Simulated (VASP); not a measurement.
All values below come from AM05 GGA, VASP's PBE PAW potentials (set 64) (plane waves; VASP).

The input files of a VASP run:

### INCAR
```
SYSTEM = Ti
PREC = Accurate
ENCUT = 520
EDIFF = 1E-7
NELM = 100
ALGO = Normal
LREAL = .FALSE.
LASPH = .TRUE.
ISMEAR = 1
SIGMA = 0.1
GGA = AM
LMAXMIX = 4
LWAVE = .FALSE.
LCHARG = .FALSE.
ISIF = 4
IBRION = 2
NSW = 30
EDIFFG = -0.01
```

### POSCAR
```
Ti
1.0
  1.4349506385  -2.4854074674   0.0000000000
  1.4349506385   2.4854074674   0.0000000000
  0.0000000000   0.0000000000   4.5482647074
Ti
2
direct
  0.3333330000   0.6666670000   0.2500000000
  0.6666670000   0.3333330000   0.7500000000
```

### KPOINTS
```
Automatic
0
G
14 14 8
0 0 0
```

POTCAR, in this order: Ti_sv (PBE.64 set). Program: vasp_std.

What VASP printed:

OSZICAR:
```
       N       E                     dE             d eps       ncg     rms          rms(c)
DAV:   1     0.248198937321E+03    0.24820E+03   -0.13631E+04  3848   0.190E+03
DAV:   2     0.101970143592E+02   -0.23800E+03   -0.23654E+03  3920   0.496E+02
DAV:   3    -0.172486319877E+02   -0.27446E+02   -0.27194E+02  7544   0.137E+02
DAV:   4    -0.182770075239E+02   -0.10284E+01   -0.10283E+01  4024   0.283E+01
DAV:   5    -0.183318650553E+02   -0.54858E-01   -0.54857E-01  6208   0.454E+00    0.132E+01
DAV:   6    -0.162120946695E+02    0.21198E+01   -0.75661E+00  4528   0.331E+01    0.337E+00
DAV:   7    -0.161862305452E+02    0.25864E-01   -0.93049E-01  5784   0.841E+00    0.209E+00
DAV:   8    -0.162178542331E+02   -0.31624E-01   -0.24581E-01  4496   0.664E+00    0.758E-01
DAV:   9    -0.162082208163E+02    0.96334E-02   -0.55900E-02  4608   0.284E+00    0.785E-02
DAV:  10    -0.162085986871E+02   -0.37787E-03   -0.30302E-03  6048   0.448E-01    0.974E-02
DAV:  11    -0.162086348847E+02   -0.36198E-04   -0.22998E-04  4728   0.148E-01    0.312E-02
DAV:  12    -0.162086277057E+02    0.71790E-05   -0.40035E-05  5120   0.596E-02    0.631E-03
DAV:  13    -0.162086285091E+02   -0.80336E-06   -0.12529E-06  5016   0.109E-02    0.102E-03
DAV:  14    -0.162086288431E+02   -0.33407E-06   -0.20793E-07  3504   0.333E-03    0.454E-04
DAV:  15    -0.162086289050E+02   -0.61808E-07   -0.34333E-08  2496   0.169E-03
   1 F= -.16208629E+02 E0= -.16209356E+02  d E =-.162086E+02
```

**OUTCAR**
```
------------------------ aborting loop because EDIFF is reached ----------------------------------------
  FORCE on cell =-STRESS in cart. coord.  units (eV):
  Direction    XX          YY          ZZ          XY          YZ          ZX
  --------------------------------------------------------------------------------------
  Total        0.7584521      0.7584521      0.7544897      0.0000000      0.0000000     -0.0000000
  in kB       37.4566079     37.4566095     37.2609230      0.0000000      0.0000000     -0.0000000
  external PRESSURE =      37.3913801 kB  Pullay stress =       0.0000000 kB
  volume of cell :       32.44
      direct lattice vectors                 reciprocal lattice vectors
     1.434950638 -2.485407467  0.000000000     0.348444042 -0.201174257  0.000000000
     1.434950638  2.485407467  0.000000000     0.348444042  0.201174257  0.000000000
     0.000000000  0.000000000  4.548264707     0.000000000  0.000000000  0.219864072
 POSITION                                       TOTAL-FORCE (eV/Angst)
 -----------------------------------------------------------------------------------
      1.43495      0.82847      1.13707        -0.000000     -0.000000      0.000000
      1.43495     -0.82847      3.41120         0.000000      0.000000      0.000000
 -----------------------------------------------------------------------------------
    total drift:                               -0.000000      0.001045     -0.000021
  FREE ENERGIE OF THE ION-ELECTRON SYSTEM (eV)
  ---------------------------------------------------
  free  energy   TOTEN  =       -16.2086289050 eV

  energy  without entropy=      -16.2108095168  energy(sigma->0) =      -16.20935578

 reached required accuracy - stopping structural energy minimisation
```
(Selected blocks of OUTCAR.)

**OUTCAR**
```
 val. band max:        8.9647553217   @ k =   0.0000   0.0000   0.3750

 cond. band min:       8.9980876889   @ k =   0.3571   0.2857   0.2500


 Fermi energy:         8.9734070755

 k-point     1 :       0.0000    0.0000    0.0000
  band No.  band energies     occupation
      1     -47.4660      2.00000
      2     -47.2817      2.00000
      3     -24.3124      2.00000
      4     -23.5039      2.00000
      5     -23.5039      2.00000
      6     -23.4194      2.00000
      7     -23.3791      2.00000
      8     -23.3791      2.00000
      9       2.5989      2.00000
     10       6.1007      2.00000
     11       9.7721     -0.00000
     12       9.7721     -0.00000
     13       9.8991     -0.00000
     14       9.9219     -0.00000
     15      10.3240     -0.00000
     16      10.3240     -0.00000

 k-point     2 :       0.0714   -0.0000    0.0000
  band No.  band energies     occupation
      1     -47.4592      2.00000
      2     -47.2790      2.00000
      3     -24.2982      2.00000
      4     -23.5333      2.00000
      5     -23.5137      2.00000
      6     -23.4253      2.00000
      7     -23.4097      2.00000
      8     -23.3828      2.00000
      9       2.7525      2.00000
     10       6.2230      2.00000
     11       9.4805     -0.00000
     12       9.6007     -0.00000
     13       9.8833     -0.00000
     14      10.1223     -0.00000
     15      10.2480     -0.00000
     16      10.4230     -0.00000

 k-point     3 :       0.1429    0.0000    0.0000
  band No.  band energies     occupation
      1     -47.4398      2.00000
      2     -47.2717      2.00000
      3     -24.2571      2.00000
      4     -23.6160      2.00000
      5     -23.5403      2.00000
      6     -23.4940      2.00000
      7     -23.4431      2.00000
      8     -23.3938      2.00000
      9       3.1970      2.00000
     10       6.5519      2.00000
     11       8.9453      1.45603
     12       9.0552      0.01081
     13      10.0095     -0.00000
...
```

The compound is Ti in the hcp structure. This cell is one point of a volume scan, at 0.97 of the reference volume.
